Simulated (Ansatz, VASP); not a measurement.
# ZrSeS in two plane-wave programs, part 2 of 2

Aim: how closely do two programs agree when they are given the same cell, functional and k mesh? The cell is taken from a series of runs on this material, whose earlier steps may have relaxed, scaled, displaced or heated it; both programs get it as it stands.

VASP 6.6.1 and Ansatz 0.2.0.

So far: Set-up; VASP: zone-centre phonons, PBEsol, pair 1.

## 3. Ansatz: zone-centre phonons, PBEsol, pair 1

Level of this step: Ansatz beside VASP: Kohn-Sham DFT, plane waves, PBEsol (Ansatz).

Ansatz runs on its PAW soft_1 files.

The same cell, functional and mesh now go to Ansatz, which takes its cutoff from its data sets.

input.yaml reads:

```yaml
crystal:
  lattice:
    - [3.685334151, 0.0, 0.0]
    - [-1.8426670755, 3.2873407862, 0.0]
    - [0.0, 0.0, 30.0]
  atoms:
    - { symbol: Zr, position: [0.0005773013, 0.0011546026, 0.3349898571] }
    - { symbol: S, position: [0.3309426653, 0.6618853305, 0.3803550855] }
    - { symbol: Se, position: [0.6684800334, 0.3369600668, 0.2813217241] }
  periodic: [true, true, false]
kpoints:
  mp_grid: { grid: [12, 12, 1] }
hamiltonian:
  xc: pbesol
  pseudopotentials: { kind: paw, azcp: { folder: soft_1 }, xc_functional: pbe }
scf:
  occupations: { method: fixed }
output:
  eigenvalues: true
phonons:
  method: dfpt
```

Launch:

```bash
$ ansatz run input.yaml --threads 4 --pin off --max-ram 16384MiB --backend cpu --events-out ev --progress --plain --runs-dir out
```

Numbers of over 12 decimals in the logs are rounded to 6 here.

The log of the run:

```text
zone centre: on kpoints.mp_grid the ground state, and the responses unless they are solved on pairs of k-points, stand on 43 of the mesh's 144 k-points, reduced under 2 symmetry operations, with k and −k counted as one. Each operation leaves every solved displacement unchanged or reverses it
Engine: ansatz 0.2.0, aarch64-unknown-linux-gnu
Pseudopotentials: kind: paw
Pseudopotential: Zr, paw, valence charge 12, recommended cutoff 420 eV (normal), soft_1/Zr.paw.azcp
Pseudopotential: S, paw, valence charge 6, recommended cutoff 420 eV (normal), soft_1/S.paw.azcp
Pseudopotential: Se, paw, valence charge 16, recommended cutoff 420 eV (normal), soft_1/Se.paw.azcp
Functional definition: PBEsol
  exchange = pbesol_x
  correlation = pbesol_c
Crystal: 3 atoms, lattice volume = 363.448 Å³
Basis set: ecut = 420 eV, 7113 PW (Γ), exchange–correlation on 54×54×432 points (8 copies of the dense FFT grid, shifted against one another)
Bands: 21, of which v1, the nominal top of the filled ones, is band 17 counted from 1 (16 counted from 0)
Symmetry: 2 space group operations
k-points: 43 of 144 (time reversal used)
Non-local potential: Zr, projectors of the file, l = 0: 3, l = 1: 2, l = 2: 2, l = 3: 1
Non-local potential: S, projectors of the file, l = 0: 2, l = 1: 2, l = 2: 1
Non-local potential: Se, projectors of the file, l = 0: 2, l = 1: 2, l = 2: 3, l = 3: 1
PAW form: soft (Blöchl's): semilocal exchange-correlation on the pseudo side does not see the compensation charge
PAW frozen core: Zr, regenerated for the run's functional, and the local potential with it (the file was generated under x = pbe(κ = 0.804, μ = 0.219515), c = pbe(β = 0.066725))
PAW frozen core: S, regenerated for the run's functional, and the local potential with it (the file was generated under x = pbe(κ = 0.804, μ = 0.219515), c = pbe(β = 0.066725))
PAW frozen core: Se, regenerated for the run's functional, and the local potential with it (the file was generated under x = pbe(κ = 0.804, μ = 0.219515), c = pbe(β = 0.066725))
PAW one-centre angular grid: Zr, 590 points (default); XC on 64 Gauss nodes
PAW one-centre angular grid: S, 110 points (default); XC on 64 Gauss nodes
PAW one-centre angular grid: Se, 590 points (default); XC on 64 Gauss nodes
Initial density: superposition of atomic densities (neutral atoms: chi_scale 0, normalization atom)
Initial wavefunctions: pseudopotential atomic-orbital guess
Functional: x = pbesol(κ = 0.804, μ = 0.123457), c = pbesol(β = 0.046)
SCF iter   1: F=—  HF=-10442.753101 eV  |F-HF|=—  |Δ(HF+E_count)|=         —  Δρ=1.94e-2  dr2=2.17e0  ethr=3.10e-3  ⟨swp⟩=7.0  Hψ=5054  notcnv=0  defer=82
preconditioner: auto → none  [insulator: Δε(μ)=1.324 eV  Ē_g=8.212 eV  n_scr=16 (ndim 8)  ℏωp=7.8 eV  f_vac=0.766  ε∞_Penn≈1.9]
SCF iter   2: F=—  HF=-10442.185405 eV  |F-HF|=—  |Δ(HF+E_count)|=   5.68e-1  Δρ=9.87e-3  dr2=5.70e-1  ethr=3.10e-3  ⟨swp⟩=4.5  Hψ=2562  notcnv=0  defer=78
SCF iter   3: F=—  HF=-10442.130993 eV  |F-HF|=—  |Δ(HF+E_count)|=   5.44e-2  Δρ=5.78e-3  dr2=3.01e-1  ethr=1.68e-3  ⟨swp⟩=4.3  Hψ=1813  notcnv=0  defer=86
SCF iter   4: F=—  HF=-10442.083932 eV  |F-HF|=—  |Δ(HF+E_count)|=   4.71e-2  Δρ=2.84e-3  dr2=4.91e-2  ethr=8.84e-4  ⟨swp⟩=2.6  Hψ=1365  notcnv=0  defer=86
SCF iter   5: F=—  HF=-10442.120088 eV  |F-HF|=—  |Δ(HF+E_count)|=   3.62e-2  Δρ=3.00e-3  dr2=3.80e-1  ethr=1.44e-4  ⟨swp⟩=5.0  Hψ=2029  notcnv=0  defer=86  recentre
SCF iter   6: F=—  HF=-10442.079334 eV  |F-HF|=—  |Δ(HF+E_count)|=   4.08e-2  Δρ=4.76e-4  dr2=8.76e-4  ethr=1.44e-4  ⟨swp⟩=4.0  Hψ=1730  notcnv=0  defer=86
SCF iter   7: F=—  HF=-10442.079357 eV  |F-HF|=—  |Δ(HF+E_count)|=   2.30e-5  Δρ=1.68e-4  dr2=1.69e-4  ethr=2.58e-6  ⟨swp⟩=4.4  Hψ=2514  notcnv=0  defer=86
SCF iter   8: F=—  HF=-10442.079338 eV  |F-HF|=—  |Δ(HF+E_count)|=   1.91e-5  Δρ=5.13e-5  dr2=9.17e-6  ethr=4.96e-7  ⟨swp⟩=2.8  Hψ=1370  notcnv=0  defer=86
SCF iter   9: F=—  HF=-10442.079341 eV  |F-HF|=—  |Δ(HF+E_count)|=   2.78e-6  Δρ=1.34e-5  dr2=5.30e-7  ethr=2.70e-8  ⟨swp⟩=3.5  Hψ=1812  notcnv=0  defer=86
SCF iter  10: F=—  HF=-10442.079417 eV  |F-HF|=—  |Δ(HF+E_count)|=   7.55e-5  Δρ=2.93e-6  dr2=2.85e-8  ethr=1.56e-9  ⟨swp⟩=3.8  Hψ=2036  notcnv=0  defer=85
SCF iter  11: F=—  HF=-10442.079417 eV  |F-HF|=—  |Δ(HF+E_count)|=   3.31e-9  Δρ=6.18e-7  dr2=1.87e-9  ethr=8.37e-11  ⟨swp⟩=3.1  Hψ=1733  notcnv=0  defer=84
SCF iter  12: F=—  HF=-10442.079417 eV  |F-HF|=—  |Δ(HF+E_count)|=  3.15e-10  Δρ=2.34e-7  dr2=6.56e-10  ethr=5.50e-12  ⟨swp⟩=2.9  Hψ=1846  notcnv=0  defer=84
SCF iter  13: F=—  HF=-10442.079417 eV  |F-HF|=—  |Δ(HF+E_count)|=  2.00e-11  Δρ=1.85e-7  dr2=1.11e-9  ethr=1.93e-12  ⟨swp⟩=3.0  Hψ=1462  notcnv=0  defer=84
SCF iter  14: F=-10442.079417 eV  HF=-10442.079417 eV  |F-HF|=8.37e-11  |Δ(HF+E_count)|=  9.46e-11  Δρ=5.88e-8  dr2=1.52e-11  ethr=1.00e-12  ⟨swp⟩=19.3  Hψ=8936  notcnv=0
SCF 1 converged in 14 iterations: F = -10442.079417 eV  dr2 = 1.52e-11
  greatest PAW one-centre occupation: 1.000 electrons in one spin orbital (limit 2), on the Se atom at site 2 (counted from 0), in its partial waves of l = 2
DFPT response loops at Γ: preconditioner auto → none (the input reference at scf.mixing.eps_inf says where Resta's filter doesn't serve); β = 0.50; Broyden in place of MSR1
SCF converged after 14 iterations
Free energy (F): -10442.079417 eV
Harris-Foulkes:  -10442.079417 eV  (|F-HF|=8.37e-11)
Internal energy: -10442.079417 eV  (E = F + TS)
E sigma→0 (E₀):  -10442.079417 eV
Fermi energy:    -5.821555 eV
--- Per-component energies (eV) ---
  E_band       = -1004.886864
  E_kinetic    = 531.372580
  E_local      = -56037.085221  (includes V_loc(G=0)·N_el)
  E_nonlocal   = -243.788478
  E_hartree    = 27696.801134
  E_xc         = -326.309090
  E_vxc        = -355.250153  (∫ρ·V_xc dr)
  E_paw        = -5587.898009  (= ΣΔE_a)
  E_vpaw       = -293.737817  (= ΣTr[D̂ρ^β])
  E_aug_tail   = -0.000399  (compensation charges beyond the density's cutoff)
  E_ewald      = 23523.591943
  E_core_change = 1.236122  (= ΣΔE_core)
  E_smearing   = -0.000000  (= −TS)
  E_closure    = 0.000000  (closes the sum)
  Σ components = -10442.079417   (vs F -10442.079417, Δ=0.00e0)
--- Band table (eV; the first three rows and the last of 43) ---
  k-point 0: bands = [... 13 lower, -8.7429, -6.9792, -5.9895, -5.8216, -4.7838, -4.5721, -3.7785, -1.0710]
  k-point 1: bands = [... 13 lower, -8.7048, -6.8587, -6.5071, -6.0465, -4.6708, -4.3089, -3.6342, -1.5257]
  k-point 2: bands = [... 13 lower, -8.6102, -7.5248, -6.5800, -6.4188, -4.7208, -3.8433, -3.3493, -1.9652]
  k-point 42: bands = [... 13 lower, -8.7521, -8.1433, -8.0689, -7.2512, -4.1614, -3.5904, -2.7878, -1.7121]
--- Phonons (Γ-DFPT): 9 representative perturbations + reference, on 43 of 144 k-points (Σ response iterations 49) ---
  k mesh reduced under 2 symmetry operations, with k and −k counted as one. Each operation leaves every solved displacement unchanged or reverses it
  ASR residual: 1.212e-4 → 0.000e0 eV/Å²; symmetrization residual: 6.363e-6 eV/Å²
  ASR residual per site (eV/Å²): 1.21e-4 1.27e-5 5.25e-5
  Γ frequencies (cm⁻¹): 0.00 0.00 0.00 113.77 116.31 219.24 220.94 222.36 309.05
  non-analytic LO–TO correction: not included (Born effective charges unavailable; polar crystals: no LO–TO splitting at Γ)
```

Reading the cycles: dr2 is the Hartree energy of the density residual (eV), the measure of convergence; HF is the Harris–Foulkes estimate of the energy, which meets the free energy F at convergence.

## 4. Comparison

Known differences besides the potentials themselves: fixed occupations in Ansatz, narrow Gaussian smearing in VASP; Ansatz cuts the interaction across the vacuum, VASP repeats the sheet without a dipole correction; the data sets hold 34 valence electrons in Ansatz (on its PAW soft_1 files) and 24 in VASP; the cutoff is 420 eV in Ansatz and 500 eV in VASP; Ansatz makes its cores anew for this functional, VASP keeps those of its PBE data sets. Total energies have different zeros and are not compared.

Both answers:

| quantity | Ansatz | VASP | difference |
| --- | --- | --- | --- |
| optical mode 1 (cm⁻¹) | 113.8 | 115.2 | -1.24 % |
| optical mode 2 (cm⁻¹) | 116.3 | 118.2 | -1.64 % |
| optical mode 3 (cm⁻¹) | 219.2 | 219.7 | -0.22 % |
| optical mode 4 (cm⁻¹) | 220.9 | 221.3 | -0.15 % |
| optical mode 5 (cm⁻¹) | 222.4 | 222.7 | -0.15 % |
| optical mode 6 (cm⁻¹) | 309.1 | 308.9 | +0.06 % |

Modes are paired by rising frequency, not by their patterns, so a pair may set unlike modes beside each other; they are those without the splitting of longitudinal modes. Where the cell holds vacuum, a pressure given here is an average over it and none of the material.

## 5. VASP: zone-centre phonons, PBEsol, pair 2

Second derivatives magnify differences that forces hide, and they need a tight electronic threshold.

INCAR reads:

```
SYSTEM = ZrSeS
PREC = Accurate
ENCUT = 500
EDIFF = 1E-08
NELM = 120
ISMEAR = 0
SIGMA = 0.01
LREAL = .FALSE.
ALGO = Normal
GGA = PS
NBANDS = 18
LASPH = .TRUE.
LORBIT = 11
LWAVE = .FALSE.
LCHARG = .FALSE.
ISIF = 2
IBRION = 8
GGA_COMPAT = .FALSE.
EFERMI = MIDGAP
NELMDL = -8
KPAR = 2
```

POSCAR reads:

```
ZrSeS
1.0
    3.7590408340      0.0000000000      0.0000000000
   -1.8795204170      3.2554248561      0.0000000000
    0.0000000000      0.0000000000     30.0000000000
Zr S Se
1 1 1
Direct
    0.0000000000      0.0000000000      0.3349994259
    0.3333333333      0.6666666667      0.3800498627
    0.6666666667      0.3333333333      0.2816173782
```

KPOINTS reads:

```
Automatic mesh
0
Gamma
12 12 1
0 0 0
```

Potentials, in the order of the species: Zr_sv, S and Se (PBE family, release 64).

Launch:

```bash
$ mpirun -np 2 vasp_std
```

The log of the run:

```text
[banner, memory and clock lines left out]
running    2 mpi-ranks, on    1 nodes
[...]
[... a notice as in an earlier step ...]

 LDA part: xc-table for (Slater+PW92), standard interpolation
 POSCAR, INCAR and KPOINTS ok, starting setup
[...]
entering main loop
       N       E                     dE             d eps       ncg     rms          rms(c)
DAV:   1     0.177938797744E+03    0.17794E+03   -0.94192E+03   844   0.918E+02
DAV:   2    -0.511237974833E+00   -0.17845E+03   -0.17307E+03   956   0.215E+02
DAV:   3    -0.226163362783E+02   -0.22105E+02   -0.22051E+02  1216   0.726E+01
DAV:   4    -0.234963311647E+02   -0.87999E+00   -0.87860E+00  1020   0.120E+01
[...]
DAV:  29    -0.216173240148E+02   -0.68358E-07    0.75235E-10   604   0.584E-05    0.560E-05
DAV:  30    -0.216173240268E+02   -0.12083E-07    0.96981E-10   584   0.290E-05    0.739E-06
DAV:  31    -0.216173240315E+02   -0.46880E-08    0.10030E-09   500   0.165E-05
   1 F= -.21617324E+02 E0= -.21617324E+02  d E =0.000000E+00
[...]
RMM:  13    -0.799533283691E-01    0.66171E-07    0.28541E-07  7035   0.138E-04    0.160E-05
RMM:  14    -0.799533564742E-01   -0.28105E-07   -0.27037E-07  7148   0.766E-05    0.868E-06
RMM:  15    -0.799533587020E-01   -0.22279E-08    0.68413E-08  7301   0.405E-05    0.876E-06
 first order change of Fermi-energy  -0.19424E+00
 force on displaced ion       3 direction 1 :  -3.458  -0.001  -0.001
 Linear response progress:
  Degree of freedom:   6/  6
       N       E                     dE             d eps       ncg     rms          rms(c)
RMM:   1    -0.123871832048E+00   -0.12387E+00   -0.11894E-02  1719   0.125E+00
RMM:   2    -0.116736477925E+00    0.71354E-02   -0.70508E-03  1343   0.372E-01    0.154E-01
RMM:   3    -0.116823359724E+00   -0.86882E-04   -0.80723E-04  1385   0.127E-01    0.104E-01
RMM:   4    -0.116966758900E+00   -0.14340E-03   -0.29240E-04  1456   0.697E-02    0.246E-02
[...]
RMM:  18    -0.116966156996E+00   -0.16727E-07   -0.22843E-08  1659   0.195E-05    0.786E-06
RMM:  19    -0.116966172106E+00   -0.15109E-07   -0.15946E-08  1475   0.144E-05    0.282E-06
RMM:  20    -0.116966174890E+00   -0.27842E-08   -0.28677E-08  1494   0.101E-05    0.818E-07
 first order change of Fermi-energy  -0.48165E+00
 force on displaced ion       3 direction 3 :  -0.000   0.000  -8.719
 Linear response finished
```

Parts of OUTCAR (step 5):

```text
  Total       -1.1901285     -1.1901285      0.0437817     -0.0000000     -0.0000000      0.0000000
  in kB       -5.1939583     -5.1939583      0.1910720     -0.0000000     -0.0000000      0.0000000
  external PRESSURE =      -3.3989482 kB  Pullay stress =       0.0000000 kB

 POSITION                                       TOTAL-FORCE (eV/Angst)
 -----------------------------------------------------------------------------------
      0.00000      0.00000     10.04998        -0.000000      0.000000      0.006824
     -0.00000      2.17028     11.40150        -0.000000      0.000000      0.017283
      1.87952      1.08514      8.44852         0.000000     -0.000000     -0.024107
 -----------------------------------------------------------------------------------
    total drift:                               -0.000000      0.000000      0.000030

[... 2 further parts left out ...]
```

## 6. Ansatz: zone-centre phonons, PBEsol, pair 2

The same cell, functional and mesh now go to Ansatz, which takes its cutoff from its data sets.

The cell is taken from a series of runs on this material, whose earlier steps may have relaxed, scaled, displaced or heated it; both programs get it as it stands.

input.yaml, the sections that differ from step 3:

```yaml
crystal:
  lattice:
    - [3.759040834, 0.0, 0.0]
    - [-1.879520417, 3.2554248561, 0.0]
    - [0.0, 0.0, 30.0]
  atoms:
    - { symbol: Zr, position: [0.0, 0.0, 0.3349994259] }
    - { symbol: S, position: [0.3333333333, 0.6666666667, 0.3800498627] }
    - { symbol: Se, position: [0.6666666667, 0.3333333333, 0.2816173782] }
  periodic: [true, true, false]
# kpoints, hamiltonian, scf, output, phonons: as in step 3
```

Launch:

```bash
$ ansatz run input.yaml --threads 4 --pin off --max-ram 16384MiB --backend cpu --events-out ev --progress --plain --runs-dir out
```

The log of the run:

```text
[...]
Crystal: 3 atoms, lattice volume = 367.118 Å³
Basis set: ecut = 420 eV, 7181 PW (Γ), exchange–correlation on 54×54×432 points (8 copies of the dense FFT grid, shifted against one another)
Bands: 21, of which v1, the nominal top of the filled ones, is band 17 counted from 1 (16 counted from 0)
Symmetry: 6 space group operations
k-points: 43 of 144 (irreducible under 2 space group operations, time reversal used)
[...]
k-point 2: bands = [... 13 lower, -8.7370, -7.4725, -6.5740, -6.5379, -4.6693, -3.9490, -3.3756, -1.9449]
  k-point 42: bands = [... 13 lower, -8.7495, -8.1849, -8.0239, -7.2285, -4.1585, -3.5572, -3.0455, -1.6829]
[...]
ASR residual: 2.791e-4 → 0.000e0 eV/Å²; symmetrization residual: 7.669e-6 eV/Å²
  ASR residual per site (eV/Å²): 2.79e-4 8.15e-5 3.34e-6
  Γ frequencies (cm⁻¹): 0.00 0.00 0.00 115.81 115.81 219.58 219.58 220.14 305.33
[...]
[key lines of the parts left out:]
SCF converged after 15 iterations
Free energy (F): -10442.077769 eV
Fermi energy:    -5.946050 eV
```

## 7. Side by side

What differs besides the data sets and the points named for the pairs above, as far as they apply: the data sets hold 34 valence electrons in Ansatz (on its PAW soft_1 files) and 24 in VASP. Total energies have different zeros and are not compared.

Both answers:

| quantity | Ansatz | VASP | difference |
| --- | --- | --- | --- |
| optical mode 1 to 2 (cm⁻¹) | 115.8 | 117.2 | -1.15 % |
| optical mode 3 to 4 (cm⁻¹) | 219.6 | 220.1 | -0.23 % |
| optical mode 5 (cm⁻¹) | 220.1 | 220.5 | -0.17 % |
| optical mode 6 (cm⁻¹) | 305.3 | 305.2 | +0.04 % |

Modes are paired by rising frequency, not by their patterns, so a pair may set unlike modes beside each other; they are those without the splitting of longitudinal modes. Where the cell holds vacuum, a pressure given here is an average over it and none of the material.

## 8. Results

- r.m.s. difference of the optical zone-centre modes, each program's sorted by frequency (zone-centre phonons, PBEsol, pair 1): 1.0 cm⁻¹
- difference in optical mode 2 (zone-centre phonons, PBEsol, pair 1): -1.6 %
- r.m.s. difference of the optical zone-centre modes, each program's sorted by frequency (zone-centre phonons, PBEsol, pair 2): 0.85 cm⁻¹
- difference in optical mode 1 to 2 (zone-centre phonons, PBEsol, pair 2): -1.1 %

**Reading.** The r.m.s. difference of the optical zone-centre modes, each program's sorted by frequency is 1.0 cm⁻¹ (zone-centre phonons, PBEsol, pair 1). The data sets hold unlike numbers of valence electrons (34 in Ansatz and 24 in VASP), so part of the differences may come from the potentials. Among the rows given in per cent, the largest difference of the zone-centre phonons, PBEsol, pair 1 pair is in optical mode 2, -1.6 %. Among the rows given in per cent, the largest difference of the zone-centre phonons, PBEsol, pair 2 pair is in optical mode 1 to 2, -1.1 %. Such differences can come from data sets, numerical settings and the points named under the comparisons, not from the functional's error against experiment.

[Lines on the potential files, build, host, timing and source positions are cut from VASP's logs without a mark.]

[Logs are printed without paths, hosts, clocks, repeated set-up lines and the standing remarks that a program may print on its own settings, such as how far it seeks lower states.]

[Hosts, paths, dates, database ids (printed as entryN), source tags and the programs' standing remarks are cut or masked in the printed files.]
